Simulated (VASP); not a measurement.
These are revPBE GGA, VASP's PBE PAW potentials (set 64) (plane waves; VASP) values and carry that method's errors.

Input for VASP

File POSCAR:
```
CuI
1
    0.0000000000     3.1116462878     3.1116462878
    3.1116462878     0.0000000000     3.1116462878
    3.1116462878     3.1116462878     0.0000000000
Cu I
1 1
Direct
  0.0000000000   0.0000000000   0.0000000000
  0.2500000000   0.2500000000   0.2500000000
```

**INCAR**
```
SYSTEM=CuI
PREC=Accurate; ENCUT=520; LREAL=.False.
LASPH=.True.
EDIFF=1E-7; NELM=100; ALGO=Normal
LMAXMIX=4
ISMEAR=0; SIGMA=0.05
GGA=RE
ISIF=2
LWAVE=.False.; LCHARG=.False.
```

**KPOINTS**
```
K-points
0
G
 8 8 8
0 0 0
```

POTCAR, in this order: Cu I (PBE.64 set). Program: vasp_std.

Output of the run:

OSZICAR:
```
       N       E                     dE             d eps       ncg     rms          rms(c)
DAV:   1     0.108340646510E+03    0.10834E+03   -0.79536E+03   754   0.145E+03
DAV:   2     0.328655650139E+01   -0.10505E+03   -0.97261E+02   764   0.261E+02
DAV:   3    -0.480541258663E+01   -0.80920E+01   -0.79589E+01  1007   0.862E+01
DAV:   4    -0.508175990016E+01   -0.27635E+00   -0.27618E+00   882   0.139E+01
DAV:   5    -0.509108944868E+01   -0.93295E-02   -0.93292E-02  1104   0.274E+00    0.445E+00
DAV:   6    -0.503093561041E+01    0.60154E-01   -0.23437E+00   840   0.424E+01    0.288E+00
DAV:   7    -0.494425265917E+01    0.86683E-01   -0.53972E-01   804   0.246E+01    0.156E+00
DAV:   8    -0.494833040823E+01   -0.40777E-02   -0.32247E-02  1156   0.240E+00    0.380E-01
DAV:   9    -0.494697434492E+01    0.13561E-02   -0.97458E-03   968   0.302E+00    0.989E-02
DAV:  10    -0.494737194871E+01   -0.39760E-03   -0.90864E-04   784   0.249E-01    0.257E-02
DAV:  11    -0.494740365681E+01   -0.31708E-04   -0.68900E-05  1093   0.181E-01    0.206E-02
DAV:  12    -0.494741375508E+01   -0.10098E-04   -0.40568E-05   777   0.112E-01    0.118E-02
DAV:  13    -0.494741495334E+01   -0.11983E-05   -0.21342E-06  1208   0.206E-02    0.395E-03
DAV:  14    -0.494741481950E+01    0.13384E-06   -0.74011E-08   597   0.916E-03    0.159E-03
DAV:  15    -0.494741489485E+01   -0.75351E-07   -0.17605E-07   612   0.106E-02
   1 F= -.49474149E+01 E0= -.49474149E+01  d E =-.290642E-14
```

### OUTCAR
```
------------------------ aborting loop because EDIFF is reached ----------------------------------------
  FORCE on cell =-STRESS in cart. coord.  units (eV):
  Direction    XX          YY          ZZ          XY          YZ          ZX
  --------------------------------------------------------------------------------------
  Total       -0.3335873     -0.3335873     -0.3335873      0.0000000     -0.0000000      0.0000000
  in kB       -8.8699156     -8.8699156     -8.8699156      0.0000000     -0.0000000      0.0000000
  external PRESSURE =      -8.8699156 kB  Pullay stress =       0.0000000 kB
  volume of cell :       60.26
      direct lattice vectors                 reciprocal lattice vectors
     0.000000000  3.111646288  3.111646288    -0.160686644  0.160686644  0.160686644
     3.111646288  0.000000000  3.111646288     0.160686644 -0.160686644  0.160686644
     3.111646288  3.111646288  0.000000000     0.160686644  0.160686644 -0.160686644
  FREE ENERGIE OF THE ION-ELECTRON SYSTEM (eV)
  ---------------------------------------------------
  free  energy   TOTEN  =        -4.9474148948 eV

  energy  without entropy=       -4.9474148948  energy(sigma->0) =       -4.94741489
```
(Selected blocks of OUTCAR.)

### OUTCAR
```
 val. band max:        3.7356104834   @ k =   0.0000   0.0000   0.0000

 cond. band min:       4.7875617897   @ k =   0.0000   0.0000   0.0000


 Fermi energy:         3.9844273394

 k-point     1 :       0.0000    0.0000    0.0000
  band No.  band energies     occupation
      1      -9.8935      2.00000
      2       0.4149      2.00000
      3       0.4149      2.00000
      4       0.4149      2.00000
      5       2.2021      2.00000
      6       2.2021      2.00000
      7       3.7356      2.00000
      8       3.7356      2.00000
      9       3.7356      2.00000
     10       4.7876      0.00000
     11       8.6995      0.00000
     12       8.6995      0.00000
     13       8.6995      0.00000

 k-point     2 :       0.1250    0.0000    0.0000
  band No.  band energies     occupation
      1      -9.8342      2.00000
      2       0.1283      2.00000
      3       0.4172      2.00000
      4       0.4172      2.00000
      5       2.1973      2.00000
      6       2.1973      2.00000
      7       3.2202      2.00000
      8       3.6418      2.00000
      9       3.6418      2.00000
     10       5.4317      0.00000
     11       8.5937      0.00000
     12       8.8932      0.00000
     13       8.8932      0.00000

 k-point     3 :       0.2500    0.0000    0.0000
  band No.  band energies     occupation
      1      -9.6837      2.00000
      2      -0.5287      2.00000
      3       0.4202      2.00000
      4       0.4202      2.00000
      5       2.1956      2.00000
      6       2.1956      2.00000
      7       2.6845      2.00000
      8       3.4320      2.00000
      9       3.4320      2.00000
     10       5.9320      0.00000
     11       9.1389      0.00000
     12       9.2036      0.00000
     13       9.2036      0.00000

 k-point     4 :       0.3750    0.0000    0.0000
  band No.  band energies     occupation
      1      -9.5211      2.00000
      2      -1.1398      2.00000
      3       0.4193      2.00000
...
```

Unless said otherwise, spin-orbit coupling is left out, though it shifts the bands of the heavy elements here.

The compound is CuI in the zinc blende structure. This cell is one point of a volume scan, at 1.03 of the reference volume.
